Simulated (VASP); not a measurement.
The system is PtSe2 (Sudovikovite).

```
Pt Se
1.0
     3.72400    0.00000    0.00000
    -1.86200    3.22508    0.00000
     0.00000    0.00000    5.06200
Pt Se
1 2
Direct
  0.00000 0.00000 0.00000
  0.33333 0.66667 0.25000
  0.66667 0.33333 0.75000
```

| Property | Result |
| --- | --- |
| Program | VASP 6.6.1 |
| Task | relaxation of cell and atoms |
| Functional | PBE |
| Potentials or basis | VASP PAW PBE potentials, release 64 (Pt, Se) |
| Cutoff | 600 eV |
| k mesh | 9 × 9 × 5 |
| Occupations | gaussian, width 0.03 eV |
| Spin | no spin polarisation |

At the start: pressure 7.3 GPa; volume 20.27 Å³/atom.

Problem. Where does the relaxation end?

Solution. Over 22 steps the energy falls by 38.6 meV/atom and the volume is 25.95 Å³/atom (+28.0 %); space group P-3m1 (No. 164, to 0.05 Å).

The path:
```
step  energy change (eV)  largest force (eV/Å)  pressure (GPa)  volume (Å³)
   1              0.0000                0.5734            7.34        60.80
   2              0.0982                0.9668           -8.15        69.33
   3             -0.0737                0.1286            0.01        63.96
   4             -0.0737                0.1165            0.13        63.89
   5             -0.0737                0.1042            0.26        63.83
   6             -0.0754                0.0994            0.24        64.03
   7             -0.0801                0.0724            0.21        64.61
   8             -0.0875                0.0096            0.21        65.77
   9             -0.0962                0.1190            0.46        68.10
  10             -0.0864                0.4935            1.75        72.75
  11             -0.0948                0.3135            1.12        70.26
  12             -0.0958                0.2997            1.02        70.45
  13             -0.0983                0.2585            0.70        71.01
  14             -0.1019                0.1793            0.09        72.15
  15             -0.1036                0.0297           -0.98        74.42
  16             -0.1067                0.0151           -0.90        74.96
  17             -0.1132                0.0200           -0.62        76.53
  18             -0.1138                0.0528            0.13        79.53
  19             -0.1157                0.0273           -0.21        78.01
  20             -0.1157                0.0285           -0.21        78.09
  21             -0.1158                0.0109            0.03        77.79
  22             -0.1159                0.0043           -0.01        77.84
```

Final structure:
```
CELL_PARAMETERS angstrom
3.75293 0.00000 0.00000
-1.87646 3.25013 0.00000
0.00000 0.00000 6.38171
ATOMIC_POSITIONS crystal
Pt 0.00000 0.00000 0.00000
Se 0.33333 0.66667 0.20455
Se 0.66667 0.33333 0.79545
```

Caveat: the volume moved by over 15 % at a fixed basis, so the end points are rough; this functional lacks dispersion, which binds the layers, so the pressure and a relaxed spacing across them are unreliable, and here the layers came unbound; the volume moved by +28 % from the deposited cell, more than functionals usually miss.
